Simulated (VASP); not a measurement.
Data:

```yaml
crystal:
  lattice:
    - [2.94780, 0.00000, 0.00000]
    - [0.00000, 2.94780, 0.00000]
    - [0.00000, 0.00000, 2.94780]
  atoms:
    - { symbol: Al, position: [0.50000, 0.50000, 0.50000] }
    - { symbol: Ni, position: [0.00000, 0.00000, 0.00000] }
```

Level of theory: TPSS meta-GGA, VASP's PBE PAW potentials (set 64) (plane waves; VASP 6.6.1). Run with 400 eV cut-off, 11×11×11 Γ-centred mesh, first-order Methfessel-Paxton smearing of 0.10 eV, potentials Al Ni.

**Question.** What does the run give for the energy per atom (σ→0), pressure, band gap (on the k-mesh) with the smallest direct gap where there is one?

**Answer.** 
| Property | Value |
|---|---|
| band gap (on the k-mesh) | none (metal, semimetal or under 0.01 eV) |
| energy per atom (σ→0) | -11.233 eV/atom |
| pressure | -11.60 GPa |

The absolute energy has meaning only against runs of the same code, potentials and settings.

The compound is NiAl in the CsCl type structure. The cell was not relaxed at this level. The run is one of a series of settings (GGA removed, LMIXTAU = .TRUE., METAGGA = TPSS against the base run), some of them coarse on purpose. The run is not spin-polarised, so no magnetic state was tried. The electron count is odd and the run is not spin-polarised, which forces a metal.
